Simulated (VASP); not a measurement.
Consider the following.

```
CELL_PARAMETERS angstrom
      0.00000     2.85130     2.85130
      2.85130     0.00000     2.85130
      2.85130     2.85130     0.00000
ATOMIC_POSITIONS crystal
  Li 0.25000 0.25000 0.25000
  Li 0.75000 0.75000 0.75000
  S  0.00000 0.00000 0.00000
```

All values below come from vdW-DF-cx, VASP's PBE PAW potentials (set 64) (plane waves; VASP). Settings: 520 eV cut-off, Gaussian smearing of 0.050 eV, potentials Li_sv S.

Q: What does the run give for the band gap (along the path) with the smallest direct gap where there is one?

A: 
```json
{
  "band gap (along the path)": "3.34 eV",
  "smallest direct gap (along the path)": "4.26 eV"
}
```

The absolute energy has meaning only against runs of the same code, potentials and settings.

The compound is Li2S in the antifluorite structure. It was relaxed first.
